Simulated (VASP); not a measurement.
VASP ran on this input.

### KPOINTS
```
Automatic mesh
0
Gamma
3 3 1
0 0 0
```

File POSCAR:
```
CsBr
1
    4.3256200000     0.0000000000     0.0000000000
    0.0000000000     4.3256200000     0.0000000000
    0.0000000000     0.0000000000    24.8141000000
Cs Br
3 3
Direct
  0.0212780000   0.0087480000   0.3707810000
 -0.0121030000  -0.0191280000   0.5459350000
  0.0026390000   0.0012870000   0.7183690000
  0.4748590000   0.5044300000   0.2809470000
  0.5221450000   0.5038590000   0.4567700000
  0.4911820000   0.5008050000   0.6271940000
```

INCAR:
```
SYSTEM = CsBr
PREC = Accurate; ENCUT = 300; LREAL = F
LASPH = T
EDIFF = 1E-6; NELM = 100; ALGO = Normal
LMAXMIX = 4
ISMEAR = 0; SIGMA = 0.2
GGA = PE
ISIF = 2
LWAVE = F; LCHARG = F
```

POTCAR, in this order: Cs_sv Br (PBE.64 set). Program: vasp_std.

Problem. Write an equivalent input for Quantum ESPRESSO's pw.x.

Solution. One equivalent input (not run):
```
&CONTROL
  calculation = 'scf'
  pseudo_dir = './pseudo'
  outdir = './out'
  tprnfor = .true.
  tstress = .true.
/
&SYSTEM
  ibrav = 0
  nat = 6
  ntyp = 2
  ecutwfc = 50
  occupations = 'smearing'
  smearing = 'gaussian'
  degauss = 0.0147
  input_dft = 'pbe'
/
&ELECTRONS
  conv_thr = 7.3e-08
  electron_maxstep = 100
/
ATOMIC_SPECIES
  Cs 132.905 Cs.upf
  Br 79.904 Br.upf
CELL_PARAMETERS angstrom
     4.3256200    0.0000000    0.0000000
     0.0000000    4.3256200    0.0000000
     0.0000000    0.0000000   24.8141000
ATOMIC_POSITIONS crystal
  Cs   0.0212780  0.0087480  0.3707810
  Cs  -0.0121030 -0.0191280  0.5459350
  Cs   0.0026390  0.0012870  0.7183690
  Br   0.4748590  0.5044300  0.2809470
  Br   0.5221450  0.5038590  0.4567700
  Br   0.4911820  0.5008050  0.6271940
K_POINTS automatic
  3 3 1 0 0 0
```
Limits of the translation: the potentials are each code's own (VASP's PAW set, PseudoDojo norm-conserving files in pw.x), so ENCUT and ecutwfc are chosen apart and not converted; conv_thr bounds pw.x's estimated SCF error, while EDIFF bounds the energy change between steps.

The cell is a sheet with vacuum, built from a database entry that may be metastable or hypothetical.
